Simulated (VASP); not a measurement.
A run of VASP 6.6.1 is set up as follows.

File INCAR:

```
PREC     = Accurate       # precision mode
ENCUT    = 600            # plane-wave cutoff, eV
EDIFF    = 1E-6           # SCF threshold, eV
ISMEAR   = -1             # smearing method
SIGMA    = 0.05           # smearing width, eV
LREAL    = F              # projectors in reciprocal space
LASPH    = T              # aspherical terms in the spheres
NELM     = 80             # most SCF steps
ALGO     = Normal         # electronic algorithm
ISIF     = 3              # what is computed and relaxed
LWAVE    = F              # write WAVECAR
LCHARG   = F              # write CHGCAR
GGA      = CA             # functional
IBRION   = 2              # ionic algorithm
NSW      = 40             # ionic steps
EDIFFG   = -0.01          # ionic threshold
PSTRESS  = 20
```

The input KPOINTS:

```
regular mesh
0
Gamma
  5 5 5
```

File POSCAR:

```
CdSi4O
1.0
    0.0000000000      3.6017500000      3.6017500000
    3.6017500000      0.0000000000      3.6017500000
    3.6017500000      3.6017500000      0.0000000000
Cd Si O
1 4 1
Direct
    0.5000000000      0.5000000000      0.5000000000
    0.8767200000      0.8767200000      0.3698400000
    0.8767200000      0.3698400000      0.8767200000
    0.8767200000      0.8767200000      0.8767200000
    0.3698400000      0.8767200000      0.8767200000
    0.2500000000      0.2500000000      0.2500000000
```

Potentials or basis: VASP PAW LDA potentials, release 64 (Cd, Si, O).

Command:

```bash
$ cat potpaw_LDA.64/Cd/POTCAR potpaw_LDA.64/Si/POTCAR potpaw_LDA.64/O/POTCAR > POTCAR
$ mpirun -np 1 vasp_std > vasp.out
```

Q: What does it give for the band gap on the k mesh?

A: None (metal or under the smearing width).

Q: What does it give for the relaxed cell?

A: a = 4.963 Å, b = 4.963 Å, c = 4.963 Å, α = 60.00°, β = 60.00°, γ = 60.00°.

Q: Estimate the relaxed volume.

A: 14.41 Å³/atom.

Q: Estimate the space group after relaxing (to 0.05 Å).

A: F-43m (No. 216).

Final structure:
```
CELL_PARAMETERS angstrom
0.00000 3.50931 3.50931
3.50931 0.00000 3.50931
3.50931 3.50931 0.00000
ATOMIC_POSITIONS crystal
Cd 0.50000 0.50000 0.50000
Si 0.87691 0.87691 0.36927
Si 0.87691 0.36927 0.87691
Si 0.87691 0.87691 0.87691
Si 0.36927 0.87691 0.87691
O 0.25000 0.25000 0.25000
```

Caveat: the cell is relaxed towards a set pressure, so the enthalpy falls and the energy may rise.
